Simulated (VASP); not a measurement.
# InGaP2: GW quasiparticle gap, part 3 of 4

Wanted: how far GW moves the Kohn-Sham levels of InGaP2. The cell has space group R3m, a computed entry that need not be the common form of this compound. The start is a computed cell from the Materials Project.

VASP 6.6.1, plane waves and PAW; the level of theory is named at each step.

So far, gap on the k-mesh (eV): step 4 (empty bands, PAW datasets [In_d_GW, Ga_d_GW, P_GW], pseudo …) 0.378.

**5. G0W0, pseudo set GW light**

This step: G0W0 on LDA; plane waves and PAW (In_d_GW, Ga_d_GW, P_GW) (VASP 6.6.1).

One pass of GW corrects the levels to first order, with G and W from the starting orbitals.

The input, INCAR:

```
SYSTEM = InGaP2
PREC = Accurate
ENCUT = 430
ISMEAR = 0
SIGMA = 0.01
LREAL = .FALSE.
GGA = CA
NBANDS = 520
ALGO = EVGW0
NELMGW = 1
ENCUTGW = 180
NOMEGA = 48
PRECFOCK = Fast
NBANDSGW = 32
LWAVE = .FALSE.
LCHARG = .FALSE.
```

The input, POSCAR:

```
InGaP2
1.0
    2.0273717651      1.1705036343      6.6343427726
   -2.0273717651      1.1705036343      6.6343427726
    0.0000000000     -2.3410072687      6.6343427726
In Ga P
1 1 2
Direct
    0.5002564135      0.5002564135      0.5002564135
    0.0003747545      0.0003747545      0.0003747545
    0.1196629077      0.1196629077      0.1196629077
    0.6297049243      0.6297049243      0.6297049243
```

The input, KPOINTS:

```
Automatic mesh
0
Gamma
4 4 4
0 0 0
```

PAW data sets: In_d_GW, Ga_d_GW and P_GW (LDA family, release 64).

Command:

```
mpirun -np 8 vasp_std
```

The program printed:

```text
[banner, memory and clock lines left out]
running    8 mpi-ranks, on    1 nodes
 distrk:  each k-point on    8 cores,    1 groups
 distr:  one band on    1 cores,    8 groups

 POSCAR found type information on POSCAR InGaP
 POSCAR found :  3 types and       4 ions
 [... a notice as in an earlier step ...]

|                                                                             |
|           W    W    AA    RRRRR   N    N  II  N    N   GGGG   !!!           |
|           W    W   A  A   R    R  NN   N  II  NN   N  G    G  !!!           |
|           W    W  A    A  R    R  N N  N  II  N N  N  G       !!!           |
|           W WW W  AAAAAA  RRRRR   N  N N  II  N  N N  G  GGG   !            |
|           WW  WW  A    A  R   R   N   NN  II  N   NN  G    G                |
|           W    W  A    A  R    R  N    N  II  N    N   GGGG   !!!           |
|                                                                             |
|     The default for ENCUTGWSOFT is different in this version of VASP.       |
|     please manually set ENCUTGWSOFT =180 in the INCAR file.                 |
|                                                                             |

 LDA part: xc-table for (Slater(with rela. corr.)+CA(PZ))
 , standard interpolation
 found WAVECAR, reading the header
 POSCAR, INCAR and KPOINTS ok, starting setup
 FFT: planning ... GRIDC
 FFT: planning ... GRID_SOFT
 FFT: planning ... GRID
 reading WAVECAR
 the WAVECAR file was read successfully
 initial charge from wavefunction
 available memory per node:     79.07 GB, setting MAXMEM to     80963

 The Fermi energy was updated, please check that it is located mid-gap
 values below the HOMO (VB) or above the LUMO (CB) will cause erroneous energies
 E-fermi :   3.8469

 calculate exact exchange contribution
 the WAVEDER file was read successfully
|                                                                             |
|           W    W    AA    RRRRR   N    N  II  N    N   GGGG   !!!           |
|           W    W   A  A   R    R  NN   N  II  NN   N  G    G  !!!           |
|           W    W  A    A  R    R  N N  N  II  N N  N  G       !!!           |
|           W WW W  AAAAAA  RRRRR   N  N N  II  N  N N  G  GGG   !            |
|           WW  WW  A    A  R   R   N   NN  II  N   NN  G    G                |
|           W    W  A    A  R    R  N    N  II  N    N   GGGG   !!!           |
|                                                                             |
|     Automatic setting of frequency mesh for GW failed. Frequency mesh       |
|     properly not suitable for determining QP energies. Consider             |
|     increasing number of kpoints.                                           |
|                                                                             |

energies w=
    0.000    0.000    0.241    0.000    0.482    0.000    0.720    0.000
    0.956    0.000    1.188    0.000    1.416    0.000    1.640    0.000
    1.860    0.000    2.075    0.000    2.287    0.000    2.495    0.000
    2.701    0.000    2.904    0.000    3.105    0.000    3.306    0.000
    3.506    0.000    3.708    0.000    3.911    0.000    4.116    0.000
    4.326    0.000    4.540    0.000    4.761    0.000    4.990    0.000
    5.230    0.000    5.480    0.000    5.745    0.000    6.027    0.000
    6.329    0.000    6.655    0.000    7.011    0.000    7.402    0.000
    7.837    0.000    8.324    0.000    8.878    0.000    9.515    0.000
   10.258    0.000   11.139    0.000   12.204    0.000   13.518    0.000
   15.185    0.000   17.367    0.000   20.347    0.000   24.657    0.000
   31.421    0.000   43.527    0.000   71.276    0.000  198.970    0.000
 responsefunction array rank=     536
 LDA part: xc-table for (Slater(with rela. corr.)+CA(PZ))
 , standard interpolation

 min. memory requirement per mpi rank    634.3 MB, per node   5074.4 MB

 allocating   6 responsefunctions rank=   536
 shmem allocating  48 responsefunctions rank=   536
 response function shared by NCSHMEM nodes    1
 Doing            6  frequencies on each core in blocks of           48
NQ=   1    0.0000    0.0000    0.0000,
|.........|.........|.........|.........|.........|.........|.........|.........
 performed       1589000 updates of chi_q(r,r)
 total number of BLAS operations       3504.29 Gflops
NQ=   2    0.2500    0.0000    0.0000,
|.........|.........|.........|.........|.........|.........|.........|.........
 performed       4309000 updates of chi_q(r,r)
 total number of BLAS operations       9344.67 Gflops
NQ=   3    0.5000    0.0000    0.0000,
|.........|.........|.........|.........|.........|.........|.........|.........
 performed       6464000 updates of chi_q(r,r)
 total number of BLAS operations      13793.71 Gflops
NQ=   4    0.2500    0.2500    0.0000,
|.........|.........|.........|.........|.........|.........|.........|.........
 performed       9184000 updates of chi_q(r,r)
 total number of BLAS operations      19724.64 Gflops
NQ=   5    0.5000    0.2500    0.0000,
|.........|.........|.........|.........|.........|.........|.........|.........
 performed      12470000 updates of chi_q(r,r)
 total number of BLAS operations      26779.47 Gflops
NQ=   6   -0.2500    0.2500    0.0000,
|.........|.........|.........|.........|.........|.........|.........|.........
 performed      15423000 updates of chi_q(r,r)
 total number of BLAS operations      33168.98 Gflops
NQ=   7    0.5000    0.5000    0.0000,
|.........|.........|.........|.........|.........|.........|.........|.........
 performed      17578000 updates of chi_q(r,r)
 total number of BLAS operations      37830.69 Gflops
NQ=   8    0.2500    0.2500    0.2500,
|.........|.........|.........|.........|.........|.........|.........|.........
 performed      19400000 updates of chi_q(r,r)
 total number of BLAS operations      41894.71 Gflops
NQ=   9    0.5000    0.2500    0.2500,
|.........|.........|.........|.........|.........|.........|.........|.........
 performed      22120000 updates of chi_q(r,r)
 total number of BLAS operations      47645.24 Gflops
NQ=  10   -0.2500    0.2500    0.2500,
|.........|.........|.........|.........|.........|.........|.........|.........
 performed      24840000 updates of chi_q(r,r)
 total number of BLAS operations      53373.41 Gflops
NQ=  11    0.5000    0.5000    0.2500,
|.........|.........|.........|.........|.........|.........|.........|.........
 performed      27560000 updates of chi_q(r,r)
 total number of BLAS operations      59236.36 Gflops
NQ=  12   -0.2500    0.5000    0.2500,
|.........|.........|.........|.........|.........|.........|.........|.........
 performed      30646000 updates of chi_q(r,r)
 total number of BLAS operations      65609.20 Gflops
NQ=  13    0.5000    0.5000    0.5000,
|.........|.........|.........|.........|.........|.........|.........|.........
 performed      32235000 updates of chi_q(r,r)
 total number of BLAS operations      69261.87 Gflops
 resolving degeneracies of screened two electron integrals

 calculate QP shifts <psi_nk| G(iteration)W_0 |psi_nk>: iteration 1
 entering main loop
```

The job ended after 46 min (8 MPI ranks of AMD EPYC 7R43, shared host; peak memory 5.2 GiB; 6.2 h of CPU time).

Parts of OUTCAR (step 5):

```text
   k-points           NKPTS =     13   k-points in BZ     NKDIM =     64   number of bands    NBANDS=    520

   NELECT =      36.0000    total number of electrons

 E-fermi :   3.8469

 QP shifts <psi_nk| G(iteration)W_0 |psi_nk>: iteration 1
 for sc-GW calculations column KS-energies equals QP-energies in previous step
 and V_xc(KS)=  KS-energies - (<T + V_ion + V_H > + <T+V_H+V_ion>^1  + <V_x>^1)
 k-point   1 :       0.0000    0.0000    0.0000
  band No.  KS-energies  QP-energies   sigma(KS)   V_xc(KS)     V^pw_x(r,r')   Z            occupation Imag(sigma)
    ...
     15       2.4968       2.0003     -12.6208     -11.9385     -13.9420       0.7277       2.0000      -0.1837
     16       3.4621       3.0779     -12.7853     -12.2667     -13.2603       0.7408       2.0000      -0.2179
     17       3.6579       3.1753     -13.0735     -12.4191     -13.9944       0.7374       2.0000      -0.2084
     18       3.6579       3.1753     -13.0735     -12.4191     -13.9944       0.7374       2.0000      -0.2084
     19       4.0359       4.3021     -11.2600     -11.6112      -7.6360       0.7583       0.0000      -0.4156
     20       5.0695       5.2837     -10.7094     -10.9898      -6.5639       0.7636       0.0000      -0.3259
     21       7.3550       7.6152     -10.0993     -10.4453      -5.6040       0.7519       0.0000      -0.3172
     22       7.3550       7.6152     -10.0993     -10.4453      -5.6040       0.7519       0.0000      -0.3172
    ...

 k-point   2 :       0.2500    0.0000    0.0000
  band No.  KS-energies  QP-energies   sigma(KS)   V_xc(KS)     V^pw_x(r,r')   Z            occupation Imag(sigma)
    ...
     15       0.6379       0.1407     -12.2069     -11.5155     -13.9704       0.7191       2.0000      -0.1959
     16       1.9423       1.4429     -12.3153     -11.6250     -13.7746       0.7235       2.0000      -0.1767
     17       2.5600       2.1204     -12.4029     -11.8053     -13.3304       0.7355       2.0000      -0.2074
     18       2.7095       2.2049     -12.5292     -11.8410     -13.7334       0.7333       2.0000      -0.1983
     19       5.7504       6.0061     -10.4669     -10.8077      -6.3201       0.7503       0.0000      -0.3535
     20       6.4605       6.6609     -10.6311     -10.8959      -6.2819       0.7566       0.0000      -0.3075
     21       6.9833       7.1889     -10.0083     -10.2798      -5.6398       0.7572       0.0000      -0.3053
     22       8.4683       8.7211     -10.3821     -10.7270      -5.4170       0.7328       0.0000      -0.3345
    ...

[... 7 parts as in an earlier step ...]

[... 8 further parts left out ...]
```

This step gave:

| Property | Result |
| --- | --- |
| quasiparticle gap on the mesh | 1.127 eV |
| smallest direct quasiparticle gap on the mesh | 1.127 eV |
| gap of the starting orbitals on the mesh | 0.3780 eV |

GW takes the gap from 0.378 to 1.127 eV. Spin-orbit coupling is left out. The value holds for 520 bands, ENCUTGW = 180 eV and this mesh, and isn't shown to be converged in them. VASP warns that the automatic setting of its frequency mesh failed and advises more k points, so the value is in doubt.

**6. Another starting point**

This step: LDA; plane waves and PAW (In_sv_GW, Ga_sv_GW, P_GW) (VASP 6.6.1).

To see what the semicore shells do, the chain is made again with data sets that hold them. A small SIGMA keeps every occupation at zero or full.

The input, INCAR:

```
SYSTEM = InGaP2
PREC = Accurate
ENCUT = 430
EDIFF = 1E-08
NELM = 100
ISMEAR = 0
SIGMA = 0.01
LREAL = .FALSE.
ALGO = Normal
GGA = CA
NBANDS = 32
LORBIT = 11
LWAVE = .TRUE.
LCHARG = .FALSE.
KPAR = 8
```

POSCAR is that of step 5.

KPOINTS is that of step 5.

Potentials, in the order of the species: In_sv_GW, Ga_sv_GW and P_GW (LDA family, release 64).

Command:

```
mpirun -np 8 vasp_std
```

The program printed:

```text
[... set-up lines as in an earlier step ...]
 entering main loop
       N       E                     dE             d eps       ncg     rms          rms(c)
DAV:   1     0.751934924760E+03    0.75193E+03   -0.29314E+04  1416   0.496E+03
DAV:   2     0.639977612653E+02   -0.68794E+03   -0.66544E+03  1312   0.152E+03
DAV:   3    -0.152073603270E+02   -0.79205E+02   -0.78694E+02  1368   0.386E+02
DAV:   4    -0.200106879391E+02   -0.48033E+01   -0.47934E+01  1352   0.866E+01
DAV:   5    -0.204152884175E+02   -0.40460E+00   -0.40449E+00  1320   0.271E+01    0.399E+00
DAV:   6    -0.197952924104E+02    0.62000E+00   -0.20377E+00  1592   0.380E+01    0.197E+00
DAV:   7    -0.197163702963E+02    0.78922E-01   -0.42430E-01  1376   0.907E+00    0.870E-01
DAV:   8    -0.197046988949E+02    0.11671E-01   -0.26489E-02  1576   0.415E+00    0.315E-01
DAV:   9    -0.197031979077E+02    0.15010E-02   -0.50481E-03  1416   0.147E+00    0.537E-02
DAV:  10    -0.197032104801E+02   -0.12572E-04   -0.40532E-04  1544   0.535E-01    0.280E-02
DAV:  11    -0.197032329607E+02   -0.22481E-04   -0.83763E-05  1544   0.122E-01    0.110E-02
DAV:  12    -0.197032356865E+02   -0.27258E-05   -0.10797E-05  1504   0.316E-02    0.254E-03
DAV:  13    -0.197032360311E+02   -0.34463E-06   -0.17688E-06  1528   0.143E-02    0.107E-03
DAV:  14    -0.197032360353E+02   -0.42146E-08   -0.21115E-07  1096   0.633E-03    0.532E-04
DAV:  15    -0.197032360361E+02   -0.74033E-09   -0.35968E-08   832   0.366E-03
   1 F= -.19703236E+02 E0= -.19703236E+02  d E =-.227373-140
 writing wavefunctions
```

Elapsed: 38 s, on 8 MPI ranks; peak memory 2 GiB; 4.9 min of CPU time.

Parts of OUTCAR (step 6):

```text
   k-points           NKPTS =     13   k-points in BZ     NKDIM =     13   number of bands    NBANDS=     32

   NELECT =      52.0000    total number of electrons

 E-fermi :   4.0926

 k-point     1 :       0.0000    0.0000    0.0000
  band No.  band energies     occupation
    ...
     22       2.7353      2.00000
     23       2.7353      2.00000
     24       3.7005      2.00000
     25       3.8972      2.00000
     26       3.8972      2.00000
     27       4.2699      0.00000
     28       5.3062      0.00000
     29       7.5925      0.00000
     30       7.5925      0.00000
     31       7.6524      0.00000
    ...

  Total       -2.8801447     -2.8801447     -3.3736535      0.0000000      0.0000000      0.0000000
  in kB      -48.8505632    -48.8505632    -57.2210399      0.0000000      0.0000000      0.0000000
  external PRESSURE =     -51.6407221 kB  Pullay stress =       0.0000000 kB

 POSITION                                       TOTAL-FORCE (eV/Angst)
 -----------------------------------------------------------------------------------
      0.00000     -0.00000      9.95662         0.000000     -0.000000      0.008005
      0.00000     -0.00000      0.00746         0.000000     -0.000000      0.009652
      0.00000     -0.00000      2.38165         0.000000      0.000000     -0.023484
      0.00000     -0.00000     12.53303         0.000000     -0.000000      0.005827
 -----------------------------------------------------------------------------------
    total drift:                               -0.000000      0.000000      0.007091

  FREE ENERGIE OF THE ION-ELECTRON SYSTEM (eV)
  ---------------------------------------------------
  free  energy   TOTEN  =       -19.7032360361 eV

  energy  without entropy=      -19.7032360361  energy(sigma->0) =      -19.70323604

[... 7 parts as in an earlier step ...]

[... 9 further parts left out ...]
```

This step gave:

- free energy (TOTEN): -19.70 eV
- Fermi energy: 4.093 eV
- pressure: -5.164 GPa
- gap on the k-mesh: 0.3727 eV
- least direct gap on the k-mesh: 0.3727 eV

The run ends at a pressure of -5.16 GPa, with forces up to 0.023 eV/Å.

**7. Empty bands, pseudo set GW sv**

The empty bands are made again, for the run that follows.

The input, INCAR:

```
SYSTEM = InGaP2
PREC = Accurate
ENCUT = 430
ISMEAR = 0
SIGMA = 0.01
LREAL = .FALSE.
GGA = CA
NBANDS = 520
ALGO = Exact
NELM = 1
LWAVE = .TRUE.
LCHARG = .FALSE.
LOPTICS = .TRUE.
NEDOS = 1000
CSHIFT = 0.1
```

POSCAR is that of step 6.

KPOINTS is that of step 6.

Command:

```
mpirun -np 8 vasp_std
```

The program printed:

```text
[banner, memory and clock lines left out]
running    8 mpi-ranks, on    1 nodes
[...]
[... a notice as in an earlier step ...]

 LDA part: xc-table for (Slater(with rela. corr.)+CA(PZ))
 , standard interpolation
 found WAVECAR, reading the header
  number of bands has changed, file:    32 present:   520
  trying to continue reading WAVECAR, but it might fail
 POSCAR, INCAR and KPOINTS ok, starting setup
[...]
reading WAVECAR
 random initialization beyond band           32
 the WAVECAR file was read successfully
 initial charge from wavefunction
 entering main loop
       N       E                     dE             d eps       ncg     rms          rms(c)
DIA:   1    -0.197032360402E+02   -0.19703E+02    0.00000E+00     0   0.000E+00
   1 F= -.19703236E+02 E0= -.19703236E+02  d E =-.359077E-51
 writing wavefunctions
 optical routines
 imaginary and real dielectric function
 recalculating local potential from charge density
 direction            1
 direction            2
 direction            3
```

Elapsed: 77 s, on 8 MPI ranks; peak memory 2.5 GiB; 10 min of CPU time.

OUTCAR, selected parts (step 7):

```text
  Total       -2.8835203     -2.8835203     -3.3769066      0.0000000      0.0000000      0.0000000
  in kB      -48.9078178    -48.9078178    -57.2762157      0.0000000      0.0000000      0.0000000
  external PRESSURE =     -51.6972838 kB  Pullay stress =       0.0000000 kB

 POSITION                                       TOTAL-FORCE (eV/Angst)
 -----------------------------------------------------------------------------------
      0.00000     -0.00000      9.95662         0.000000     -0.000000      0.008101
      0.00000     -0.00000      0.00746         0.000000     -0.000000      0.008733
      0.00000     -0.00000      2.38165         0.000000      0.000000     -0.023092
      0.00000     -0.00000     12.53303         0.000000     -0.000000      0.006257
 -----------------------------------------------------------------------------------
    total drift:                               -0.000000      0.000000      0.005456

  FREE ENERGIE OF THE ION-ELECTRON SYSTEM (eV)
  ---------------------------------------------------
  free  energy   TOTEN  =       -19.7032360402 eV

  energy  without entropy=      -19.7032360402  energy(sigma->0) =      -19.70323604

[... 2 parts as in an earlier step ...]

[... 1 further part left out ...]
[key lines of the parts left out:]
E-fermi :   4.0020
```

(Continued in part 4 of 4.)

[Lines on the potential files, build, host, timing and source positions are cut from VASP's logs without a mark.]

[Logs are printed without paths, hosts, clocks, repeated set-up lines and the standing remarks that a program may print on its own settings, such as how far it seeks lower states.]

[Hosts, paths, dates, database ids (printed as entryN), source tags and the programs' standing remarks are cut or masked in the printed files.]

[Pressures printed for these runs are not shown converged in the cutoff: they can be off by several GPa and have the wrong sign.]

[In band tables of VASP the shares of atoms and orbitals are scaled to a sum of 1 inside the atoms' spheres.]
